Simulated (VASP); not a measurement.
Input:

```xyz
3
Lattice="1.8645 -3.2294 0.0000 1.8645 3.2294 0.0000 0.0000 0.0000 5.3728" Properties=species:S:1:pos:R:3 pbc="T T T"
Pt     0.0000     0.0000     0.0000
Se     1.8645     1.0765     1.2980
Se     1.8645    -1.0765     4.0748
```

Calculation: revTPSS meta-GGA, VASP's PBE PAW potentials (set 64) (plane waves; VASP). Run with 520 eV cut-off, 11×11×7 Γ-centred mesh, tetrahedra with Blöchl corrections, potentials Pt Se.

The cores are frozen, which limits the accuracy of field gradients. Without a dispersion term in the relaxation, distances and binding between the weakly bound layers, chains or molecules are unreliable, and so is what depends on them.

Question: Give the principal components of the electric field gradient (V/Å²) and the asymmetry η at each nucleus.

Answer: 
| atom | Vxx | Vyy | Vzz | η |
|---|---|---|---|---|
| Pt1 | -60.4 | -60.4 | 120.8 | 0.00 |
| Se2 | 33.9 | 33.9 | -67.9 | 0.00 |
| Se3 | 33.9 | 33.9 | -67.9 | 0.00 |

The compound is PtSe2 in the 1T layered structure. It was relaxed first, which changed the volume by +6 %.
